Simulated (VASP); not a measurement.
**A VASP study of BaZrO3 (r2SCAN): structure first, properties next**

Aim: relax BaZrO3 with r2SCAN, compute its properties on that cell and hold them against experiment. The steps: relaxing cell and atoms (r2SCAN), second relaxation, single point with fields (r2SCAN), bands along the symmetry lines (r2SCAN), density of states (r2SCAN), zone-centre phonons (r2SCAN) and optical spectrum (r2SCAN). Left out of this account: at least 1 further run (optics: it repeats an earlier run and gave the same numbers). The start is a cell from a database of measured crystal structures.

Method: r2SCAN; plane waves and PAW (Ba_sv, Zr_sv, O), in VASP 6.6.1.

**Measured values to reproduce.**

For BaZrO3, cubic perovskite (solid-state synthesised powder, 300 K), “EXAFS study of lead-free relaxor ferroelectric BaTi(1-x)Zr(x)O3 at the Zr K-edge” (2006, arxiv:cond-mat/0602127) gives, by X-ray diffraction: lattice constant a (cubic cell parameter) 4.192 ± 0.001 Å.

“Lattice dynamics and Raman spectrum of BaZrO3 single crystals” (2019, arxiv:1907.02008) quotes from earlier work for BaZrO3, cubic perovskite (polycrystalline, earlier work): infrared mode (TO1 at Gamma, T1u) 116 cm⁻¹ [Literature IR value quoted for comparison; temperature and sample not stated in passage]; infrared mode (TO2 at Gamma, T1u) 214 cm⁻¹ [Literature IR value quoted for comparison; temperature and sample not stated in passage]; infrared mode (TO3 at Gamma, T1u) 520 cm⁻¹ [Literature IR value quoted for comparison; temperature and sample not stated in passage].

This is a report of a sequence of runs, with most program output left out.

### Step 1. Starting point

Before any relaxation, the start is as follows. It takes space group Pm-3m (No. 221, cubic). Conventional cell: a = 4.191 Å, b = 4.191 Å, c = 4.191 Å, α = 90.00°, β = 90.00°, γ = 90.00°. Nearest to Ba lie 12 O at 2.96 Å. Nearest to Zr lie 6 O at 2.10 Å. O has 2 Zr at 2.10 Å and 4 Ba at 2.96 Å nearest. Farther neighbours and most contacts between anions are not listed.

Structure file:

```xyz
5
Lattice="4.1913 0.0000 0.0000 0.0000 4.1913 0.0000 0.0000 0.0000 4.1913" Properties=species:S:1:pos:R:3 pbc="T T T"
Ba    0.0000    0.0000    0.0000
Zr    2.0957    2.0957    2.0957
O     0.0000    2.0957    2.0957
O     2.0957    0.0000    2.0957
O     2.0957    2.0957    0.0000
```

### Step 2. Relaxing cell and atoms (r2SCAN)

Properties are meant for the cell that this level of theory prefers, so cell and atoms are relaxed first (ISIF = 3) until forces and stress are small; EDIFFG sets the threshold. r2SCAN adds the kinetic-energy density, costs more than a GGA and is run with LASPH.

INCAR

```
SYSTEM = BaZrO3
PREC = Accurate
ENCUT = 520
EDIFF = 1E-06
NELM = 100
ISMEAR = 0
SIGMA = 0.05
LREAL = .FALSE.
ALGO = Normal
METAGGA = R2SCAN
LASPH = .TRUE.
NBANDS = 26
LORBIT = 11
LWAVE = .FALSE.
LCHARG = .FALSE.
KPAR = 4
IBRION = 2
NSW = 60
ISIF = 3
EDIFFG = -0.01
```

POSCAR

```
BaZrO3
1.0
    4.1913400000      0.0000000000      0.0000000000
    0.0000000000      4.1913400000      0.0000000000
    0.0000000000      0.0000000000      4.1913400000
Ba Zr O
1 1 3
Direct
    0.0000000000      0.0000000000      0.0000000000
    0.5000000000      0.5000000000      0.5000000000
    0.0000000000      0.5000000000      0.5000000000
    0.5000000000      0.0000000000      0.5000000000
    0.5000000000      0.5000000000      0.0000000000
```

KPOINTS

```
Automatic mesh
0
Gamma
6 6 6
0 0 0
```

Potentials, in the order of the species: Ba_sv, Zr_sv and O (PBE family, release 64).

Started as:

```sh
$ mpirun -np 4 vasp_std
```

It took 35 s on 4 MPI ranks of Intel Xeon 6975P-C (Granite Rapids), shared host; peak memory 0.83 GiB; 2.3 min of CPU time.

The gap is read on the k-mesh alone, so it is an upper bound where the band edges lie off the mesh, and a coarse mesh can show a gap where there is none. Harder data sets than Ba_sv exist (the GW ones), and pressures, volumes and forces can shift noticeably with them. The PAW data sets were made with PBE, which is usual practice but a small mismatch for other functionals. The run keeps the 48 symmetry operations of its start, so it cannot find a distortion of lower symmetry.

Step by step:

| step | energy less that of the first step (eV) | largest force (eV/Å) | pressure (GPa) | volume (Å³) |
| --- | --- | --- | --- | --- |
| 1 | 0.0000 | 0.0000 | 2.73 | 73.63 |
| 2 | 0.0052 | 0.0000 | -3.14 | 76.34 |
| 3 | -0.0099 | 0.0000 | -0.01 | 74.82 |

| conventional cell, symmetrised | before | after | change |
| --- | --- | --- | --- |
| a (Å) | 4.191 | 4.214 | +0.5 % |
| b (Å) | 4.191 | 4.214 | +0.5 % |
| c (Å) | 4.191 | 4.214 | +0.5 % |
| volume (Å³/atom) | 14.73 | 14.96 | +1.6 % |

The relaxed structure:

```xyz
5
Lattice="4.2139 0.0000 0.0000 0.0000 4.2139 0.0000 0.0000 0.0000 4.2139" Properties=species:S:1:pos:R:3 pbc="T T T"
Ba    0.0000    0.0000    0.0000
Zr    2.1069    2.1069    2.1069
O     0.0000    2.1069    2.1069
O     2.1069    0.0000    2.1069
O     2.1069    2.1069    0.0000
```

Numbers from this step:

```yaml
electrons: 40
bands: 26
irreducible_k_points: 20
symmetry_operations: 48
free_energy_toten: -85.1063 eV
fermi_energy: 3.638 eV
pressure: -0.006849 GPa
metallic_judged_on_the_points_sampled: no
valence_top_at_k: 0.5, 0.5, 0.5
conduction_bottom_at_k: 0, 0, 0
least_direct_gap_at_k: 0, 0, 0
scf_cycles_over_all_ionic_steps: 32
gap_on_the_k_mesh: 3.663 eV
least_direct_gap_on_the_k_mesh: 3.925 eV
```

It ends with forces that vanish by symmetry and a pressure of -0.01 GPa. The volume lies +1.6 % from that of the database's start.

### Step 3. Second relaxation

A relaxation keeps the plane waves of the cell it began with, so it is repeated from the new cell, on a basis made for it.

INCAR is that of step 2.

POSCAR: that of step 2 with these lines changed.

```diff
@@ -2,5 +2,5 @@
 1.0
-    4.1913400000      0.0000000000      0.0000000000
-    0.0000000000      4.1913400000      0.0000000000
-    0.0000000000      0.0000000000      4.1913400000
+    4.2138674132      0.0000000000      0.0000000000
+    0.0000000000      4.2138674132      0.0000000000
+    0.0000000000      0.0000000000      4.2138674132
 Ba Zr O
```

KPOINTS is that of step 2.

Started as:

```sh
$ mpirun -np 4 vasp_std
```

It took 14 s on 4 MPI ranks; peak memory 0.8 GiB.

Little changed from the start: no atom moved by 0.005 Å and no cell edge by 0.1 %.

This step gave:

```yaml
free_energy_toten: -85.1074 eV
pressure: 0.01169 GPa
scf_cycles_over_all_ionic_steps: 14
```

It ends with forces that vanish by symmetry and a pressure of 0.01 GPa. The volume moved by under 0.01 %: the run met its threshold at the first step.

### Step 4. Single point with fields (r2SCAN)

A single point on the relaxed cell gives a clean self-consistent state, with density, ELF and potential written out.

INCAR: that of step 3 with these lines changed.

```diff
@@ -14,7 +14,5 @@
 LWAVE = .FALSE.
-LCHARG = .FALSE.
-KPAR = 4
-IBRION = 2
-NSW = 60
-ISIF = 3
-EDIFFG = -0.01
+LCHARG = .TRUE.
+ISIF = 2
+LELF = .TRUE.
+LVHAR = .TRUE.
```

POSCAR is that of step 3.

KPOINTS is that of step 3.

Started as:

```sh
$ mpirun -np 4 vasp_std
```

Run time: 14 s. Hardware: 4 MPI ranks; peak memory 0.55 GiB.

This step gave:

```
SCF cycles   : 14
bands        : 28
Fermi energy : 3.658 eV
pressure     : 0.007412 GPa
```

Valence electrons inside each PAW sphere by angular momentum. Sphere charges, by row:

| atom | s (e) | p (e) | d (e) | tot (e) |
| --- | --- | --- | --- | --- |
| Ba1 | 2.01 | 5.646 | 0.24 | 7.897 |
| Zr2 | 2.188 | 6.08 | 1.34 | 9.607 |
| O3 | 1.564 | 3.509 | 0 | 5.073 |
| O4 | 1.564 | 3.509 | 0 | 5.073 |
| O5 | 1.564 | 3.509 | 0 | 5.073 |

ELF in the ac plane at fractional y = 0.500, with atoms of Zr and O within 0.2 Å of it. It is the smooth field of the valence electrons, not physical close to the nuclei.

Ten even steps from '0' (0.01) to '9' (0.81), each cell a mean:
```
00048987997300
00026999985100
32102456541013
87410233310157
99721688841489
89934999983599
58945998983697
79935999983598
99822899962499
98510255410268
54101234321024
10015899974100
00048998997200
00159975898300
```
Columns run along a (4.2 Å), rows up along c (4.2 Å). Atoms in or near the plane, at fractional coordinates: Zr at (0.50, 0.50), O at (0.00, 0.50), O at (0.50, 0.00).

Electrostatic potential energy in the ac plane at fractional y = 0.500, with atoms of Zr and O within 0.2 Å of it. With pseudopotentials it is smooth inside the atoms' cores, unlike the true potential.

Ten even steps from '_' (-64 eV) to '@' (5 eV), each cell a mean:
```
@@@@@@@@@@**::::--%%@@@@@@@@
@@@@@@@@@@%%**++##@@@@@@@@@@
@@@@@@@@@@@@%%%%@@@@@@@@@@@@
@@@@@@@@@@##****##%%@@@@@@@@
%%@@@@@@##==::::--++%%@@@@%%
::==%%%%++::______--##@@##--
::::##%%==..______::**%%++::
::--%%%%++..______::**%%**::
++##@@%%**--....::==##@@%%**
@@@@@@@@%%**++==++##@@@@@@@@
@@@@@@@@@@%%%%%%%%@@@@@@@@@@
@@@@@@@@@@@@%%##%%@@@@@@@@@@
@@@@@@@@@@##--::==@@@@@@@@@@
@@@@@@@@@@++::::::%%@@@@@@@@
```
Columns run along a (4.2 Å; values clipped at the 3rd and 97th percentile), rows up along c (4.2 Å). Atoms in or near the plane, at fractional coordinates: Zr at (0.50, 0.50), O at (0.00, 0.50), O at (0.50, 0.00).

Valence density in the ac plane at fractional y = 0.500, with atoms of Zr and O within 0.2 Å of it. It is the smooth field of the valence electrons, not physical close to the nuclei.

Values in e/Å³, 14 rows by 14 columns, each cell a mean:
```
0.0 0.0 0.1 0.2 0.5 2.0 4.8 6.1 3.9 1.2 0.4 0.1 0.1 0.0
0.0 0.1 0.1 0.1 0.3 1.0 2.2 2.7 1.8 0.7 0.3 0.1 0.1 0.1
0.1 0.1 0.1 0.1 0.2 0.4 0.7 0.9 0.6 0.3 0.2 0.1 0.1 0.1
0.4 0.3 0.2 0.2 0.2 0.4 0.7 0.9 0.6 0.3 0.2 0.2 0.3 0.4
1.5 1.0 0.5 0.3 0.4 1.1 2.0 2.4 1.7 0.7 0.3 0.3 0.7 1.2
4.8 3.2 1.1 0.5 0.9 2.5 4.2 4.7 3.7 1.7 0.6 0.6 1.8 3.9
7.4 5.0 1.7 0.7 1.2 3.4 5.1 5.6 4.7 2.4 0.9 0.9 2.7 6.1
6.0 3.9 1.4 0.6 1.0 2.9 4.6 5.1 4.2 2.0 0.7 0.7 2.2 4.8
2.6 1.7 0.7 0.4 0.6 1.6 2.9 3.4 2.5 1.1 0.4 0.4 1.0 2.0
0.6 0.5 0.3 0.2 0.2 0.6 1.0 1.2 0.9 0.4 0.2 0.2 0.3 0.5
0.2 0.2 0.1 0.1 0.2 0.4 0.6 0.7 0.5 0.3 0.2 0.1 0.1 0.2
0.1 0.1 0.1 0.1 0.3 0.7 1.4 1.7 1.1 0.5 0.2 0.1 0.1 0.1
0.0 0.0 0.1 0.2 0.5 1.7 3.9 5.0 3.2 1.0 0.3 0.1 0.1 0.0
0.0 0.0 0.1 0.2 0.6 2.6 6.0 7.4 4.8 1.5 0.4 0.1 0.0 0.0
```
Columns run along a (4.2 Å), rows up along c (4.2 Å). Atoms in or near the plane, at fractional coordinates: Zr at (0.50, 0.50), O at (0.00, 0.50), O at (0.50, 0.00).

In this run the pressure is 0.01 GPa, small enough to go on; single stress components reach 0.01 GPa.

### Step 5. Bands along the symmetry lines (r2SCAN)

Levels along the symmetry lines show where the bands peak and cross; KPOINTS_OPT computes them in the converged potential.

INCAR: that of step 4 with these lines changed.

```diff
@@ -11,8 +11,6 @@
 LASPH = .TRUE.
-NBANDS = 26
+NBANDS = 35
 LORBIT = 11
 LWAVE = .FALSE.
-LCHARG = .TRUE.
-ISIF = 2
-LELF = .TRUE.
-LVHAR = .TRUE.
+LCHARG = .FALSE.
+KPAR = 4
```

POSCAR is that of step 4.

KPOINTS is that of step 4.

KPOINTS_OPT

```
Line mode
16
Line-mode
Reciprocal
  0.00000000   0.00000000   0.00000000 GAMMA
  0.00000000   0.50000000   0.00000000 X

  0.00000000   0.50000000   0.00000000 X
  0.50000000   0.50000000   0.00000000 M

  0.50000000   0.50000000   0.00000000 M
  0.00000000   0.00000000   0.00000000 GAMMA

  0.00000000   0.00000000   0.00000000 GAMMA
  0.50000000   0.50000000   0.50000000 R

  0.50000000   0.50000000   0.50000000 R
  0.00000000   0.50000000   0.00000000 X

  0.50000000   0.50000000   0.00000000 M
  0.50000000   0.50000000   0.50000000 R
```

Started as:

```sh
$ mpirun -np 4 vasp_std
```

It took 42 s on 4 MPI ranks; peak memory 0.96 GiB.

Numbers from this step:

```
bands                             : 35
Fermi energy                      : 3.584 eV
pressure                          : -0.003969 GPa
least gap on mesh and path        : 3.663 eV
least direct gap on mesh and path : 3.924 eV
```

The electronic bands at the labelled points (eV, zero at the valence-band top; v1 is the highest filled band, c1 the lowest empty one):

| point | v4 | v3 | v2 | v1 | c1 | c2 | c3 | c4 |
| --- | --- | --- | --- | --- | --- | --- | --- | --- |
| Γ | -0.99 | -0.26 | -0.26 | -0.26 | 3.66 | 3.66 | 3.66 | 5.15 |
| 0.53 of the way | -1.38 | -1.33 | -0.43 | -0.43 | 3.88 | 4.95 | 4.95 | 6.09 |
| X | -1.71 | -1.64 | -0.51 | -0.51 | 4.09 | 6.12 | 6.12 | 6.91 |
| 0.47 of the way | -1.35 | -1.12 | -0.72 | -0.51 | 4.99 | 6.09 | 6.28 | 7.54 |
| M | -0.94 | -0.94 | -0.86 | -0.07 | 6.09 | 6.09 | 6.89 | 7.04 |
| 0.47 of the way | -1.41 | -0.99 | -0.65 | -0.49 | 5.07 | 5.09 | 5.43 | 7.02 |
| Γ | -0.99 | -0.26 | -0.26 | -0.26 | 3.66 | 3.66 | 3.66 | 5.15 |
| 0.53 of the way | -2.22 | -0.68 | -0.68 | -0.47 | 5.60 | 5.60 | 5.88 | 7.67 |
| R | -2.55 | 0.00 | 0.00 | 0.00 | 6.56 | 6.56 | 6.56 | 7.40 |
| 0.47 of the way | -2.11 | -0.75 | -0.50 | -0.36 | 5.84 | 6.37 | 6.58 | 7.66 |
| X | -1.71 | -1.64 | -0.51 | -0.51 | 4.09 | 6.12 | 6.12 | 6.91 |
| jump to M | -0.94 | -0.94 | -0.86 | -0.07 | 6.09 | 6.09 | 6.89 | 7.04 |
| 0.47 of the way | -2.24 | -0.54 | -0.54 | -0.04 | 6.41 | 6.41 | 6.88 | 7.17 |
| R | -2.55 | 0.00 | 0.00 | 0.00 | 6.56 | 6.56 | 6.56 | 7.40 |

Of the projections kept (Ba, Zr, O), the largest for each band there, as a share of the weight inside these atoms' spheres; weight between the spheres isn't counted:

| point | v4 | v3 | v2 | v1 | c1 | c2 | c3 | c4 |
| --- | --- | --- | --- | --- | --- | --- | --- | --- |
| Γ | O 1.00 | O 0.96 | O 0.96 | O 0.96 | Zr 0.89 | Zr 0.89 | Zr 0.89 | Ba 0.94 |
| X | O 0.79 | O 0.90 | O 0.94 | O 0.94 | Zr 1.00 | Zr 0.80 | Zr 0.80 | Ba 0.71 |
| M | O 0.92 | O 0.92 | O 0.90 | O 0.98 | Zr 0.74 | Zr 0.74 | Zr 0.68 | Ba 0.67 |
| Γ | O 1.00 | O 0.96 | O 0.96 | O 0.96 | Zr 0.89 | Zr 0.89 | Zr 0.89 | Ba 0.94 |
| R | O 0.67 | O 1.00 | O 1.00 | O 1.00 | Ba 0.89 | Ba 0.89 | Ba 0.89 | Zr 0.80 |
| X | O 0.79 | O 0.90 | O 0.94 | O 0.94 | Zr 1.00 | Zr 0.80 | Zr 0.80 | Ba 0.71 |

The path finds the gap of the mesh within 0.02 eV, so the mesh comes close to both band edges.

### Step 6. Density of states (r2SCAN)

Here the states are counted by energy and projected on the atoms. The mesh is finer than in the run before.

INCAR: that of step 5 with these lines changed.

```diff
@@ -5,3 +5,3 @@
 NELM = 100
-ISMEAR = 0
+ISMEAR = -5
 SIGMA = 0.05
@@ -16 +16,2 @@
 KPAR = 4
+NEDOS = 2001
```

POSCAR is that of step 5.

KPOINTS

```
Automatic mesh
0
Gamma
9 9 9
0 0 0
```

Started as:

```sh
$ mpirun -np 4 vasp_std
```

Wall time 26 s (4 MPI ranks); peak memory 0.95 GiB; 99 s of CPU time.

Numbers from this step:

| Property | Result |
| --- | --- |
| irreducible k-points | 35 |
| free energy (TOTEN) | -85.1078 eV |
| Fermi energy | 3.342 eV |
| pressure | -0.005565 GPa |
| valence top at k | 0.4444, 0.4444, 0.4444 |
| gap on the k-mesh | 3.697 eV |

The density of states has structure finer than the step of the table below, so its rows give means over 0.5 eV, whole bins alone (the curve runs from -12.0 to 7.81 eV). Peaks (eV: height): total -10.77: 17.6, -3.62: 6.20, -2.31: 8.64, -0.77: 9.20; O p -3.62: 3.30, -2.31: 4.42, -0.77: 6.09, -0.55: 6.08; Zr d -3.62: 1.32, -2.31: 0.821, 6.05: 3.40; Ba d 6.82: 0.787, 7.48: 1.67; Ba p -10.77: 15.7.

States under -12.0 eV and over 7.8 eV are left out. Table of density of states by energy, zero at the valence-band top; means over each step; values in states/eV/cell:

| energy (eV) | total | O p | Zr d | Ba d | Ba p | Zr s | O s |
| --- | --- | --- | --- | --- | --- | --- | --- |
| -11.5 | 0 | 0 | 0 | 0 | 0 | 0 | 0 |
| -11.0 | 5.50 | 0.0534 | 0.0100 | 9.9e-4 | 4.85 | 8.8e-5 | 0.0710 |
| -10.5 | 6.49 | 0.0283 | 0.00633 | 4.9e-4 | 5.87 | 3.7e-4 | 0.104 |
| -10.0 | 0 | 0 | 0 | 0 | 0 | 0 | 0 |
| -9.5 | 0 | 0 | 0 | 0 | 0 | 0 | 0 |
| -9.0 | 0 | 0 | 0 | 0 | 0 | 0 | 0 |
| -8.5 | 0 | 0 | 0 | 0 | 0 | 0 | 0 |
| -8.0 | 0 | 0 | 0 | 0 | 0 | 0 | 0 |
| -7.5 | 0 | 0 | 0 | 0 | 0 | 0 | 0 |
| -7.0 | 0 | 0 | 0 | 0 | 0 | 0 | 0 |
| -6.5 | 0 | 0 | 0 | 0 | 0 | 0 | 0 |
| -6.0 | 0 | 0 | 0 | 0 | 0 | 0 | 0 |
| -5.5 | 0 | 0 | 0 | 0 | 0 | 0 | 0 |
| -5.0 | 0 | 0 | 0 | 0 | 0 | 0 | 0 |
| -4.5 | 0 | 0 | 0 | 0 | 0 | 0 | 0 |
| -4.0 | 0.130 | 0.0696 | 0.0365 | 8.5e-5 | 2.8e-5 | 0.00130 | 7.5e-5 |
| -3.5 | 3.54 | 1.85 | 0.661 | 0.0182 | 0.0110 | 0.127 | 0.00400 |
| -3.0 | 3.76 | 1.91 | 0.481 | 0.0351 | 0.0368 | 0.0854 | 0.00949 |
| -2.5 | 4.94 | 2.51 | 0.494 | 0.0786 | 0.154 | 0.0389 | 0.00901 |
| -2.0 | 6.68 | 3.58 | 0.456 | 0.152 | 0.122 | 0.0324 | 0.00857 |
| -1.5 | 3.55 | 2.10 | 0.109 | 0.0500 | 0.0470 | 0.0286 | 0.00811 |
| -1.0 | 5.79 | 3.71 | 0.0787 | 0.0664 | 0.0705 | 0.0164 | 0.0136 |
| -0.5 | 6.23 | 4.24 | 0.0677 | 0.0551 | 0.0539 | 0.00321 | 0.00904 |
| 0.0 | 1.31 | 0.933 | 0.00130 | 0.0107 | 0.00242 | 0 | 3.9e-4 |
| 0.5 | 0 | 0 | 0 | 0 | 0 | 0 | 0 |
| 1.0 | 0 | 0 | 0 | 0 | 0 | 0 | 0 |
| 1.5 | 0 | 0 | 0 | 0 | 0 | 0 | 0 |
| 2.0 | 0 | 0 | 0 | 0 | 0 | 0 | 0 |
| 2.5 | 0 | 0 | 0 | 0 | 0 | 0 | 0 |
| 3.0 | 0 | 0 | 0 | 0 | 0 | 0 | 0 |
| 3.5 | 0.00721 | 6.7e-5 | 0.00449 | 5.1e-4 | 0 | 0 | 0 |
| 4.0 | 0.533 | 0.0157 | 0.338 | 0.0284 | 1.2e-4 | 0 | 1.5e-4 |
| 4.5 | 1.16 | 0.0649 | 0.731 | 0.0514 | 5.2e-4 | 1.5e-5 | 9.2e-4 |
| 5.0 | 1.57 | 0.137 | 0.953 | 0.0803 | 0.00133 | 1.0e-4 | 0.00282 |
| 5.5 | 2.34 | 0.250 | 1.29 | 0.203 | 0.00310 | 1.4e-4 | 0.0101 |
| 6.0 | 4.24 | 0.540 | 2.23 | 0.433 | 0.00783 | 2.7e-4 | 0.0230 |
| 6.5 | 2.89 | 0.281 | 1.06 | 0.662 | 0.00708 | 3.7e-4 | 0.0384 |
| 7.0 | 1.99 | 0.199 | 0.305 | 0.728 | 0.00569 | 0.00536 | 0.0523 |
| 7.5 | 3.73 | 0.372 | 0.555 | 1.35 | 0.0180 | 0.0213 | 0.138 |

The gap on this mesh is 3.70 eV. In the top eV of the valence band the largest shares in the PAW spheres are O p 67 %. The rest lies in smaller channels or between the spheres.

### Step 7. Zone-centre phonons (r2SCAN)

Zone-centre modes test whether the atoms sit at a minimum within this cell. IBRION = 6 takes the force constants from differences of forces between displaced cells, so the forces must be tight.

INCAR

```
SYSTEM = BaZrO3
PREC = Accurate
ENCUT = 520
EDIFF = 1E-08
NELM = 100
ISMEAR = 0
SIGMA = 0.05
LREAL = .FALSE.
ALGO = Normal
METAGGA = R2SCAN
LASPH = .TRUE.
NBANDS = 26
LORBIT = 11
LWAVE = .FALSE.
LCHARG = .FALSE.
KPAR = 4
IBRION = 6
NFREE = 2
POTIM = 0.015
ISIF = 2
NSW = 1
```

POSCAR is that of step 6.

KPOINTS

```
Automatic mesh
0
Gamma
6 6 6
0 0 0
```

Started as:

```sh
$ mpirun -np 4 vasp_std
```

It took 2.5 min on 4 MPI ranks; peak memory 1.4 GiB.

The last energy, forces, stress and levels in OUTCAR belong to the last displaced cell, not to the cell of POSCAR.

Numbers from this step:

```
bands                     : 26
irreducible k-points      : 20
pressure of the cell      : -0.004184 GPa
largest force of the cell : 0 eV/Å
```

(Continued in part 2 of 2.)

[Lines on the potential files, build, host, timing and source positions are cut from VASP's logs without a mark.]

[Logs are printed without paths, hosts, clocks, repeated set-up lines and the standing remarks that a program may print on its own settings, such as how far it seeks lower states.]

[Hosts, paths, dates, database ids (printed as entryN), source tags and the programs' standing remarks are cut or masked in the printed files.]

[A measured line is paired with the nearest computed mode of its activity, which favours agreement.]

[In band tables of VASP the shares of atoms and orbitals are scaled to a sum of 1 inside the atoms' spheres.]
